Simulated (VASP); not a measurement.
# Li4GeN2 (Imm2) in VASP: a series of runs

One crystal, Li4GeN2, is run at these levels: PBE; tasks: relaxation of cell and atoms.

Everything below comes from runs of VASP 6.6.1. Logs are shortened: lines on timing, memory, paths and dates and some standing lists are left out, and cuts for length are marked.

## (1) The structure

Symmetry: Imm2, No. 44, orthorhombic system. Conventional cell: a = 6.124 Å, b = 7.970 Å, c = 4.576 Å, α = 90.00°, β = 90.00°, γ = 90.00°. Around Li (site symmetry 1) lie 2 N at 2.01 to 2.12 Å. Around Ge (site symmetry mm2) lie 2 N at 1.83 Å. Around N (site symmetry m) lie 1 Ge at 1.83 Å and 2 Li at 2.01 Å.

The cell was built by a generator and needn't be a form met in nature.

## (2) Relaxation of cell and atoms, PBE

Input file INCAR:

```
SYSTEM = Li4GeN2
PREC     = Accurate       ! precision mode
ENCUT    = 520            ! plane-wave cutoff, eV
EDIFF    = 1E-6           ! SCF threshold, eV
ISMEAR   = 0              ! smearing method
SIGMA    = 0.03           ! smearing width, eV
LREAL    = .FALSE.        ! projectors in reciprocal space
LASPH    = .TRUE.         ! aspherical terms in the spheres
NELM     = 120            ! most SCF steps
ALGO     = Normal         ! electronic algorithm
ISIF     = 3              ! what is computed and relaxed
LWAVE    = .FALSE.        ! write WAVECAR
LCHARG   = .FALSE.        ! write CHGCAR
GGA      = PE             ! functional
IBRION   = 2              ! ionic algorithm
NSW      = 90             ! ionic steps
EDIFFG   = -0.01          ! ionic threshold
KPAR     = 4
```

Input file KPOINTS:

```
regular mesh
0
G
  8 8 8
  0 0 0
```

Input file POSCAR:

```
Li4GeN2
1.0
   -3.0620000000      3.9850000000      2.2880000000
    3.0620000000     -3.9850000000      2.2880000000
    3.0620000000      3.9850000000     -2.2880000000
Li Ge N
4 1 2
Direct
    0.6467797200      0.2333589200      0.9898414400
    0.2435174800      0.6569382800      0.0101585600
    0.6467797200      0.6569382800      0.4134208000
    0.2435174800      0.2333589200      0.5865792000
    0.8937937100      0.8937937100      0.0000000000
    0.8741585600      0.0777972000      0.7963613600
    0.2814358500      0.0777972000      0.2036386400
```

Potentials or basis: VASP PAW PBE potentials, release 64 (Li_sv, Ge_d, N).

The run is started by

```bash
$ cat potpaw_PBE.64/Li_sv/POTCAR potpaw_PBE.64/Ge_d/POTCAR potpaw_PBE.64/N/POTCAR > POTCAR
$ mpirun -np 4 vasp_std > vasp.out
```

OUTCAR:

```text
SYSTEM = Li4GeN2
   PREC = Accurate
   ENCUT = 520
   EDIFF = 1E-6
   ISMEAR = 0
   LREAL = .FALSE.
   LASPH = .TRUE.
   NELM = 120
   ISIF = 3
   GGA = PE
   IBRION = 2
   NSW = 90
   EDIFFG = -0.01

 ion  position               nearest neighbor table
   1  0.647  0.233  0.990-   6 2.01   7 2.12   2 2.46   2 2.46   3 2.59
   2  0.244  0.657  0.010-   7 2.01   6 2.12   1 2.46   1 2.46   4 2.59
   3  0.647  0.657  0.413-   6 2.01   7 2.12   4 2.46   4 2.46   1 2.59
   4  0.244  0.233  0.587-   7 2.01   6 2.12   3 2.46   3 2.46   2 2.59
   5  0.894  0.894  0.000-   6 1.83   7 1.83
   6  0.874  0.078  0.796-   5 1.83   3 2.01   1 2.01   2 2.12   4 2.12
   7  0.281  0.078  0.204-   5 1.83   2 2.01   4 2.01   1 2.12   3 2.12

  LATTYP: Found a body centered orthorhombic cell.
 ALAT       =     4.5760000000
 B/A-ratio  =     1.3382867133
 C/A-ratio  =     1.7416958042

  Lattice vectors:

 A1 = (   3.0620000000,  -3.9850000000,   2.2880000000)
 A2 = (  -3.0620000000,  -3.9850000000,  -2.2880000000)
 A3 = (   3.0620000000,   3.9850000000,  -2.2880000000)

Analysis of symmetry for initial positions (statically):
=====================================================================
 Subroutine PRICEL returns:
 Original cell was already a primitive cell.

 Routine SETGRP: Setting up the symmetry group for a
 body centered orthorhombic supercell.

 Subroutine GETGRP returns: Found  4 space group operations
 (whereof  4 operations were pure point group operations)
 out of a pool of  8 trial point group operations.

The static configuration has the point symmetry C_2v.

Analysis of symmetry for dynamics (positions and initial velocities):
=====================================================================
 Subroutine PRICEL returns:
 Original cell was already a primitive cell.

 Routine SETGRP: Setting up the symmetry group for a
 body centered orthorhombic supercell.

 Subroutine GETGRP returns: Found  4 space group operations
 (whereof  4 operations were pure point group operations)
 out of a pool of  8 trial point group operations.

The dynamic configuration has the point symmetry C_2v.

 Subroutine INISYM returns: Found  4 space group operations
 (whereof  4 operations are pure point group operations),
 and found     1 'primitive' translations

----------------------------------------------------------------------------------------

                                     Primitive cell

  volume of cell :     111.6733

  direct lattice vectors                    reciprocal lattice vectors
    -3.062000000  3.985000000  2.288000000     0.000000000  0.125470514  0.218531469
     3.062000000 -3.985000000  2.288000000     0.163291966  0.000000000  0.218531469
     3.062000000  3.985000000 -2.288000000     0.163291966  0.125470514  0.000000000

  length of vectors
     5.521866804  5.521866804  5.521866804     0.251989787  0.272800786  0.205929882

  position of ions in fractional coordinates (direct lattice)
     0.646779720  0.233358920  0.989841440
     0.243517480  0.656938280  0.010158560
     0.646779720  0.656938280  0.413420800
     0.243517480  0.233358920  0.586579200
     0.893793710  0.893793710  0.000000000
     0.874158560  0.077797200  0.796361360
     0.281435850  0.077797200  0.203638640

  ion indices of the primitive-cell ions
   primitive index   ion index
                 1           1
                 2           2
                 3           3
                 4           4
                 5           5
                 6           6
                 7           7

----------------------------------------------------------------------------------------

 KPOINTS: regular mesh

Automatic generation of k-mesh.
 Grid dimensions read from file:
 generate k-points for:    8    8    8

 Generating k-lattice:

  Cartesian coordinates                     Fractional coordinates (reciprocal lattice)
     0.000000000  0.015683814  0.027316434     0.125000000  0.000000000  0.000000000
     0.020411496  0.000000000  0.027316434     0.000000000  0.125000000  0.000000000
     0.020411496  0.015683814  0.000000000     0.000000000  0.000000000  0.125000000

  Length of vectors
     0.031498723  0.034100098  0.025741235

  Shift w.r.t. Gamma in fractional coordinates (k-lattice)
     0.000000000  0.000000000  0.000000000

 Subroutine IBZKPT returns following result:
 ===========================================

 Found     95 irreducible k-points:

 Following reciprocal coordinates:
            Coordinates               Weight
  0.000000  0.000000  0.000000      1.000000
  0.125000  0.000000 -0.000000      4.000000
  0.250000  0.000000 -0.000000      4.000000
  0.375000  0.000000  0.000000      4.000000
  0.500000  0.000000 -0.000000      2.000000
 -0.000000  0.125000  0.000000      4.000000
[... 16 lines left out ...]
  0.125000  0.375000  0.000000      8.000000
  0.250000  0.375000  0.000000      8.000000
 [... further k-points ...]
   k-points           NKPTS =     95   k-points in BZ     NKDIM =     95   number of bands    NBANDS=     22
   number of dos      NEDOS =    301   number of ions     NIONS =      7
   total plane-waves  NPLWV =  74088
   dimension x,y,z NGX =    42 NGY =   42 NGZ =   42
   dimension x,y,z NGXF=    84 NGYF=   84 NGZF=   84
   ions per type =               4   1   2
   NGX,Y,Z   is equivalent  to a cutoff of  12.64, 12.64, 12.64 a.u.
   NGXF,Y,Z  is equivalent  to a cutoff of  25.29, 25.29, 25.29 a.u.
 SYSTEM =  Li4GeN2
   PREC   = accura    normal or accurate (medium, high low for compatibility)
   ISTART =      0    job   : 0-new  1-cont  2-samecut
   ICHARG =      2    charge: 1-file 2-atom 10-const
   ISPIN  =      1    spin polarized calculation?
   LNONCOLLINEAR =      F non collinear calculations
   LSORBIT =      F    spin-orbit coupling
   LASPH  =      T    aspherical Exc in radial PAW
   ENCUT  =  520.0 eV  38.22 Ry    6.18 a.u.  10.27 10.27 10.27*2*pi/ulx,y,z
   NELM   =    120;   NELMIN=  2; NELMDL= -5     # of ELM steps
   EDIFF  = 0.1E-05   stopping-criterion for ELM
   LREAL  =      F    real-space projection
   EDIFFG = -.1E-01   stopping-criterion for IOM
   NSW    =     90    number of steps for IOM
   IBRION =      2    ionic relax: 0-MD 1-quasi-New 2-CG
   NFREE  =      1    steps in history (QN), initial steepest desc. (CG)
   ISIF   =      3    stress and relaxation
   ISYM   =      2    0-nonsym 1-usesym 2-fastsym
   POTIM  = 0.5000    time-step for ionic-motion
   TEBEG  =    0.0;   TEEND  =   0.0 temperature during run
   PSTRESS=    0.0 pullay stress
   NELECT =      36.0000    total number of electrons
   NUPDOWN=      -1.0000    fix difference up-down
   EMIN   =  10.00;   EMAX   =-10.00  energy-range for DOS
   EFERMI =   0.00;   METHOD = LEGACY
   ISMEAR =     0;   SIGMA  =   0.03  broadening in eV -4-tet -1-fermi 0-gaus
   EFERMI_NEDOS =   21; number of points for ismear=-14 and -15
   IALGO  =     38    algorithm
   IMIX   =      4    mixing-type and parameters
     AMIX     =   0.40;   BMIX     =  1.00
     AMIX_MAG =   1.60;   BMIX_MAG =  1.00
  volume/ion in A,a.u.               =      15.95       107.66
  Fermi-wavevector in a.u.,A,eV,Ry     =   1.122516  2.121247 17.143911  1.260042
  Thomas-Fermi vector in A             =   2.259176
   LORBIT       =      0    0 simple, 1 ext, 2 COOP (PROOUT), +10 PAW based schemes
   GGA     = PE    functional components
   LHFCALC =     F    Hartree Fock is set to
   AEXX    =    0.0000 exact exchange contribution
   IVDW    =     0    specifies the selected vdW correction
   LEPSILON=     F    determine dielectric tensor
   LRPA    =     F    only Hartree local field effects (RPA)
 conjugate gradient relaxation of ions
 non-spin polarized calculation
 Gauss-broadening in eV      SIGMA  =   0.03
  energy-cutoff  :      520.00
  volume of cell :      111.67
 maximum number of plane-waves:      3031
 NGX is ok and might be reduce to    42
   NGX = 21   NGY = 21   NGZ = 21

--------------------------------------- Ionic step        1  -------------------------------------------

 number of electron      36.0000009 magnetization

 Free energy of the ion-electron system (eV)
  ---------------------------------------------------
  ext. energy  EPLUGINS =         0.00000000
  ---------------------------------------------------
  free energy    TOTEN  =       -30.58931258 eV

  energy without entropy =      -30.58931258  energy(sigma->0) =      -30.58931258

------------------------ aborting loop because EDIFF is reached ----------------------------------------

  FORCE on cell =-STRESS in cart. coord.  units (eV):
  Direction    XX          YY          ZZ          XY          YZ          ZX
  --------------------------------------------------------------------------------------
  -------------------------------------------------------------------------------------
  Total       -4.6133106      0.2789939     -0.0019958      0.0000000      0.0000000      0.0000000
  in kB      -66.1871612      4.0027257     -0.0286340      0.0000000      0.0000000      0.0000000
  external PRESSURE =     -20.7376898 kB  Pullay stress =       0.0000000 kB
[... 104 lines left out ...]
  FREE ENERGIE OF THE ION-ELECTRON SYSTEM (eV)
  ---------------------------------------------------
  free  energy   TOTEN  =       -30.7976275263 eV

  energy  without entropy=      -30.7976275263  energy(sigma->0) =      -30.79762753

 E-fermi :   2.0775     XC(G=0):  -8.2999

 val. band max:        1.8915735399   @ k =   0.5000   0.0000  -0.0000
 cond. band min:       2.8905910146   @ k =  -0.1250   0.1250   0.1250
 fundamental gap:      0.9990174747
 Fermi energy:         2.0775472262

 k-point     1 :       0.0000    0.0000    0.0000
  band No.  band energies     occupation
      1     -43.1530      2.00000
      2     -43.1009      2.00000
      3     -43.0973      2.00000
      4     -43.0561      2.00000
      5     -21.9770      2.00000
      6     -21.8638      2.00000
[... 589 lines left out ...]
     21       6.1503      0.00000
     22       6.8099      0.00000

 [... further k-points ...]

[... ionic steps 4 to 16 ...]

--------------------------------------- Ionic step       17  -------------------------------------------

 number of electron      36.0000006 magnetization

------------------------ aborting loop because EDIFF is reached ----------------------------------------

  FORCE on cell =-STRESS in cart. coord.  units (eV):
  Direction    XX          YY          ZZ          XY          YZ          ZX
  --------------------------------------------------------------------------------------
  -------------------------------------------------------------------------------------
  Total       -0.1253293     -0.0181547     -0.0431908      0.0000000      0.0000000      0.0000000
  in kB       -1.9341508     -0.2801727     -0.6665447      0.0000000      0.0000000      0.0000000
  external PRESSURE =      -0.9602894 kB  Pullay stress =       0.0000000 kB
[... 67 lines left out ...]
  energy  without entropy=      -31.1029733120  energy(sigma->0) =      -31.10297331

--------------------------------------- Ionic step       19  -------------------------------------------

 number of electron      36.0000011 magnetization

 Free energy of the ion-electron system (eV)
  ---------------------------------------------------
  ext. energy  EPLUGINS =         0.00000000
  ---------------------------------------------------
  free energy    TOTEN  =       -31.10309157 eV

  energy without entropy =      -31.10309157  energy(sigma->0) =      -31.10309157

 E-fermi :   1.9487     XC(G=0):  -8.2029

 val. band max:        1.7537685638   @ k =   0.5000   0.0000  -0.0000
 cond. band min:       2.8059416097   @ k =  -0.1250   0.1250   0.1250
 fundamental gap:      1.0521730459
 Fermi energy:         1.9486695831

 k-point     1 :       0.0000    0.0000    0.0000
  band No.  band energies     occupation
      1     -43.2771      2.00000
      2     -43.2370      2.00000
      3     -43.2369      2.00000
      4     -43.2096      2.00000
      5     -22.0905      2.00000
      6     -21.9821      2.00000
[... 625 lines left out ...]
  FREE ENERGIE OF THE ION-ELECTRON SYSTEM (eV)
  ---------------------------------------------------
  free  energy   TOTEN  =       -31.1030915690 eV

  energy  without entropy=      -31.1030915690  energy(sigma->0) =      -31.10309157

 reached required accuracy - stopping structural energy minimisation
```

Wall time 12 min (4 MPI ranks of Intel Xeon Platinum 8488C (Sapphire Rapids), shared host); peak memory 0.43 GiB.

These settings aren't checked as converged: the numbers below hold their error.

What came out:

```yaml
Free_energy: -31.1031 eV
Relaxed_volume: 14.83 Å³/atom
Relaxed_cell: a = 5.417 Å, b = 5.417 Å, c = 5.417 Å, α = 120.41°, β = 83.04°, γ = 127.96°
Space_group_after_relaxing_to_0.05_Å: Imm2 (No. 44)
Energy_gained_by_relaxing: 73.4 meV/atom
Ionic_steps: 19
Largest_force_after_relaxing: 0.007 eV/Å
Band_gap_on_the_k_mesh: 1.05 eV, indirect (least direct gap 1.65 eV)
```

Caveat: the cutoff is under 1.25 times the usual one of these potentials, so pressure, stress and relaxed cells hold a basis-set (Pulay) error.

(Continued in part 2 of 2.)
